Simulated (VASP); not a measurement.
Data:

```
CELL_PARAMETERS angstrom
      0.00000     3.08853     3.08853
      3.08853     0.00000     3.08853
      3.08853     3.08853     0.00000
ATOMIC_POSITIONS crystal
  Ga 0.00000 0.00000 0.00000
  Sb 0.25000 0.25000 0.25000
```

These are PBEsol GGA, VASP's PBE PAW potentials (set 64) (plane waves; VASP 6.6.1) values and carry that method's errors. Numerical set-up: 520 eV cut-off, 10×10×10 Γ-centred mesh, first-order Methfessel-Paxton smearing of 0.10 eV, potentials Ga_d Sb.

Unless said otherwise, spin-orbit coupling is left out, though it shifts the bands of the heavy elements here.

Question: Predict the energy per atom (σ→0), pressure, band gap (on the k-mesh) with the smallest direct gap where there is one.

Answer: 
- band gap (on the k-mesh): none (metal, semimetal or under 0.01 eV)
- energy per atom (σ→0): -4.073 eV/atom
- pressure: -1.45 GPa

Total energies compare only between runs with the same potentials, cut-off and functional.

The compound is GaSb in the zinc blende structure. This cell is one point of a volume scan, at 1.03 of the reference volume.
